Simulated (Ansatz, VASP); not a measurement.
## Two plane-wave programs on CdBr

```
Cd Br
1.0
     0.00000    3.07239    3.07239
     3.07239    0.00000    3.07239
     3.07239    3.07239    0.00000
Cd Br
1 1
Direct
  0.00000 0.00000 0.00000
  0.50000 0.50000 0.50000
```

The cell was built by a generator and needn't be a form met in nature.

Alike in both runs: task single point; functional HSE(alpha, omega); k mesh 4 × 4 × 4; occupations fermi-dirac, width 0.05 eV; no spin polarisation.

|  | VASP | Ansatz |
| --- | --- | --- |
| version | VASP 6.6.1 | Ansatz 0.2.0 |
| potentials or method | VASP PAW PBE potentials, release 64 (Cd, Br) | Ansatz PAW |
| plane-wave cutoff (eV) | 520 | 420 |
| valence electrons in the cell | 19 | 27 |

Ansatz gave:

```
gap on the k mesh at the Fermi level (eV) : none
pressure (GPa)                            : 1.2
```

**Question.** What did VASP give for the same quantities?

**Answer.** gap on the k mesh at the Fermi level (eV): none; pressure (GPa): 1.3.

A gap of «none» marks a metal or a gap that the smearing closes. The two sets of potentials don't hold the same shells in valence.

Caveats: the k mesh is coarse (spacing up to 0.44 Å⁻¹), so the values aren't converged, least of all with exact exchange; an odd number of electrons without spin polarisation forces a metal; a magnetic or distorted state may lie lower; the PAW data sets were made with another functional, which shifts forces and pressure a little (VASP); the PAW data sets come from PBE, with cores solved anew for the run's functional, which leaves a small shift of forces and pressure (Ansatz); the thresholds are loose for stress (Ansatz).
